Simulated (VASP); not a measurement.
Shape and ions are relaxed at each volume.

Energy against volume of Os (hcp). Level of theory: RPBE GGA, VASP's PBE PAW potentials (set 64) (plane waves; VASP).

```json
[
 {"V (Å³/atom)": "13.542", "E (eV/atom)": "-10.53242"},
 {"V (Å³/atom)": "13.975", "E (eV/atom)": "-10.58724"},
 {"V (Å³/atom)": "14.407", "E (eV/atom)": "-10.60418"},
 {"V (Å³/atom)": "14.839", "E (eV/atom)": "-10.58948"},
 {"V (Å³/atom)": "15.271", "E (eV/atom)": "-10.54834"}
]
```

### Question
Fit a third-order Birch-Murnaghan equation of state.

### Answer

The volume per atom comes out as 14.41 Å³/atom, the bulk modulus is 390 GPa and the pressure derivative of the bulk modulus is 4.99.

Measured: bulk modulus 425 GPa at 0 K (computed value off by -8.2 %), as given by Vázquez-Parga, Fernández-Martínez, Viñes, J. Chem. Theory Comput. (2023), doi:10.1021/acs.jctc.3c00612, Supporting … [zero-point energy and finite temperature contributions removed].

The compound is Os in the hcp structure. It was relaxed first.
